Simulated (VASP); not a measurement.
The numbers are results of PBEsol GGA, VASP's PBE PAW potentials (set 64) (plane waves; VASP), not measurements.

VASP ran on this input.

KPOINTS:
```
Automatic mesh
0
Gamma
4 7 1
0 0 0
```

POSCAR:
```
AlN(100) slab
1
    4.9837141637     0.0000000000     0.0000000000
    0.0000000000     3.1132802064     0.0000000000
    0.0000000000     0.0000000000    25.8005398995
Al N
8 8
Direct
  0.0247346673   0.0000000000   0.6640213671
  0.4926289598   0.5000000000   0.6426739691
  0.0008383101   0.5000000000   0.5679610420
  0.4974607479   0.0000000000   0.5357876813
  0.9974607479   0.0000000000   0.4642123187
  0.5008383101   0.5000000000   0.4320389580
  0.9926289598   0.5000000000   0.3573260309
  0.5247346673   0.0000000000   0.3359786329
  0.3770092956   0.0000000000   0.6728351774
  0.8745328189   0.5000000000   0.6394636352
  0.3807054783   0.5000000000   0.5697446404
  0.8800897221   0.0000000000   0.5346545041
  0.3800897221   0.0000000000   0.4653454959
  0.8807054783   0.5000000000   0.4302553596
  0.3745328189   0.5000000000   0.3605363648
  0.8770092956   0.0000000000   0.3271648226
```

### INCAR
```
ALGO = Normal
DIPOL = 0.5 0.5 0.5
EDIFF = 1E-6
ENCUT = 450
GGA = PS
IDIPOL = 3
ISMEAR = 0
LASPH = .TRUE.
LCHARG = .FALSE.
LDIPOL = .TRUE.
LORBIT = 11
LREAL = .FALSE.
LVHAR = .TRUE.
LWAVE = .FALSE.
NELM = 100
NELMIN = 4
PREC = Normal
SIGMA = 0.05
SYSTEM = AlN(100) slab
```

POTCAR, in this order: Al N (PBE.64 set). Program: vasp_std. Read from the step before: WAVECAR.

Problem. Predict the energy per atom (σ→0).

Solution. 
The energy per atom (σ→0) is -7.548 eV/atom.

### OSZICAR
```
       N       E                     dE             d eps       ncg     rms          rms(c)
DAV:   1    -0.120764497097E+03   -0.12076E+03   -0.16743E-05  1190   0.192E-02    0.592E-03
DAV:   2    -0.120764495968E+03    0.11288E-05   -0.53932E-06  1143   0.130E-02    0.208E-03
DAV:   3    -0.120764496024E+03   -0.55091E-07   -0.15171E-06   781   0.665E-03    0.990E-04
DAV:   4    -0.120764496020E+03    0.32851E-08   -0.22010E-07   705   0.313E-03
   1 F= -.12076450E+03 E0= -.12076450E+03  d E =-.244396E-17
```

The cell is a thin slab with vacuum, built from AlN (wurtzite): (100) face.
